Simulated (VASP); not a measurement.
Here is the system:

```yaml
crystal:
  lattice:
    - [1.56244, -2.70623, 0.00000]
    - [1.56244, 2.70623, 0.00000]
    - [0.00000, 0.00000, 3.47391]
  atoms:
    - { symbol: Hf, position: [0.00000, 0.00000, 0.00000] }
    - { symbol: B, position: [0.33333, 0.66667, 0.50000] }
    - { symbol: B, position: [0.66667, 0.33333, 0.50000] }
```

Level of theory: PBE GGA with D3 dispersion (zero damping), VASP's PBE PAW potentials (set 64) (plane waves; VASP). Settings: 520 eV cut-off, 13×13×10 Γ-centred mesh, tetrahedra with Blöchl corrections, potentials Hf_pv B.

Unless said otherwise, spin-orbit coupling is left out, though it shifts the bands of the heavy elements here.

Task: What does the run give for the energy per atom (σ→0), band gap (on the k-mesh) with the smallest direct gap where there is one?

Result: 
band gap (on the k-mesh): none (metal, semimetal or under 0.01 eV)
energy per atom (σ→0): -9.060 eV/atom

The absolute energy has meaning only against runs of the same code, potentials and settings.

The compound is HfB2 in the AlB2 type structure. It was relaxed first.
